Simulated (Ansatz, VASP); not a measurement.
**K2SiSb3 in VASP and in Ansatz**

The input INCAR:

```
PREC = Accurate
ENCUT = 600
EDIFF = 1E-7
ISMEAR = 0
SIGMA = 0.1
LREAL = F
LASPH = T
NELM = 100
ALGO = Normal
ISIF = 3
LWAVE = F
LCHARG = F
GGA = PE
IBRION = 2
NSW = 100
EDIFFG = -0.01
```

The input KPOINTS:

```
Automatic mesh
0
Gamma
  9 9 9
```

POSCAR

```
K2SiSb3
1.0
    3.2698116393      1.8878266302      4.7877717146
   -3.2698116393      1.8878266302      4.7877717146
    0.0000000000     -3.7756532603      4.7877717146
K Si Sb
2 1 3
Direct
    0.8791221733      0.8791221733      0.8791221733
    0.1208778267      0.1208778267      0.1208778267
    0.5000000000      0.5000000000      0.5000000000
    0.5000000000      0.0000000000      0.5000000000
    0.5000000000      0.5000000000      0.0000000000
    0.0000000000      0.5000000000      0.5000000000
```

Input for Ansatz:

```yaml
crystal:
  lattice:
    - [3.2698116393, 1.8878266302, 4.7877717146]
    - [-3.2698116393, 1.8878266302, 4.7877717146]
    - [0.0, -3.7756532603, 4.7877717146]
  atoms:
    - { symbol: K, position: [0.8791221733, 0.8791221733, 0.8791221733] }
    - { symbol: K, position: [0.1208778267, 0.1208778267, 0.1208778267] }
    - { symbol: Si, position: [0.5, 0.5, 0.5] }
    - { symbol: Sb, position: [0.5, 0.0, 0.5] }
    - { symbol: Sb, position: [0.5, 0.5, 0.0] }
    - { symbol: Sb, position: [0.0, 0.5, 0.5] }
basis:
  ecutwfc: 420
kpoints:
  mp_grid: { grid: [9, 9, 9] }
hamiltonian:
  xc: pbe
scf:
  occupations: { method: gaussian, width: 0.1 }
output:
  forces: true
  stress: true
  eigenvalues: true
  write_density: true
  write_potential: true
  elf: true
  volumetric_format: npy
relax:
  adjacent_minimum: "off"
  f_tol: 0.01
  max_steps: 80
  cell: { stress_tol: 0.05 }
```

Change from the starting cell: species swapped into the Sm2GeRh3 type (R-3m, No. 166).

Alike in both runs: task relaxation of cell and atoms; functional PBE; k mesh 9 × 9 × 9; occupations gaussian, width 0.1 eV; no spin polarisation.

|  | VASP | Ansatz |
| --- | --- | --- |
| version | VASP 6.6.1 | Ansatz 0.2.0 |
| potentials or method | VASP PAW PBE potentials, release 64 (K_sv, Si, Sb) | scalar-relativistic, plane waves, PAW |
| plane-wave cutoff (eV) | 600 | 420 |
| valence electrons in the cell | 37 | 67 |

Ansatz gave:

```
gap on the k mesh at the Fermi level, each at its own relaxed structure (eV) : none
relaxed volume (Å³/atom)                                                     : 29.83
relaxed cell length with the largest relative difference (Å)                 : 6.131
energy change over the relaxation (meV/atom)                                 : -1
```

Problem. Which values does VASP return?

Solution. gap on the k mesh at the Fermi level, each at its own relaxed structure (eV): none; relaxed volume (Å³/atom): 29.82; relaxed cell length with the largest relative difference (Å): 6.135; energy change over the relaxation (meV/atom): -1.

A gap of «none» marks a metal or a gap that the smearing closes. The two sets of potentials don't hold the same shells in valence.

The runs have no spin-orbit coupling, so splittings on Sb are missing.
